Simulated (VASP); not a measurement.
Here is the system:

```xyz
4
Lattice="0.0000 3.2635 3.2635 3.2635 0.0000 3.2635 3.2635 3.2635 0.0000" Properties=species:S:1:pos:R:3 pbc="T T T"
Rh     0.0000     0.0000     0.0000
Pt     3.2635     3.2635     3.2635
Pt     1.6317     1.6317     1.6317
Pt     4.8952     4.8952     4.8952
```

These are PBE GGA, VASP's PBE PAW potentials (set 64) (plane waves; VASP) values and carry that method's errors. Run with 300 eV cut-off, 6×6×6 Γ-centred mesh, Fermi-Dirac smearing of 0.14 eV, potentials Rh_pv Pt.

### Question
Give the energies of bands 13 to 26 at the high-symmetry points, in eV from the Fermi level.

### Answer

| band | Γ | X | U | L | W |
|---|---|---|---|---|---|
| 13 | -2.66 | -2.34 | -2.66 | -3.41 | -2.67 |
| 14 | -2.66 | -1.98 | -2.13 | -3.31 | -2.67 |
| 15 | -2.66 | -1.98 | -1.67 | -3.31 | -2.00 |
| 16 | -0.83 | -1.46 | -1.62 | -0.94 | -1.38 |
| 17 | -0.83 | -1.25 | -1.51 | -0.94 | -1.26 |
| 18 | -0.56 | -0.86 | -1.19 | -0.59 | -1.26 |
| 19 | -0.56 | -0.77 | -0.78 | -0.59 | -1.06 |
| 20 | -0.21 | -0.62 | -0.58 | -0.52 | -0.01 |
| 21 | -0.21 | -0.32 | -0.50 | -0.52 | 0.13 |
| 22 | 0.50 | 0.04 | -0.38 | -0.24 | 0.13 |
| 23 | 0.50 | 0.42 | 0.19 | -0.24 | 0.20 |
| 24 | 0.50 | 0.76 | 0.55 | 0.13 | 0.48 |
| 25 | 4.40 | 0.76 | 0.82 | 0.35 | 0.48 |
| 26 | 5.76 | 0.91 | 0.85 | 5.55 | 0.57 |

It has no gap at this level: it comes out as a metal or semimetal.

The structure was generated: Pt3Rh was put into an ordered model structure, which need not be its known phase. The cell was not relaxed at this level. The electron count is odd and the run is not spin-polarised, which forces a metal.
